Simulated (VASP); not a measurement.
Consider the following.

```yaml
crystal:
  lattice:
    - [0.00000, 2.02267, 2.02267]
    - [2.02267, 0.00000, 2.02267]
    - [2.02267, 2.02267, 0.00000]
  atoms:
    - { symbol: Li, position: [0.00000, 0.00000, 0.00000] }
    - { symbol: F, position: [0.50000, 0.50000, 0.50000] }
```

These are revPBE GGA, VASP's PBE PAW potentials (set 64) (plane waves; VASP) values and carry that method's errors. Run with 520 eV cut-off, 11×11×11 Γ-centred mesh, Gaussian smearing of 0.050 eV, potentials Li_sv F.

Give the stress tensor in GPa (positive for a compressed cell).

```
4.38  0.00  0.00
0.00  4.38  0.00
0.00  0.00  4.38
```
The pressure is its mean diagonal, 4.38 GPa.

The compound is LiF in the rock salt structure. This cell is one point of a volume scan, at 0.94 of the reference volume.
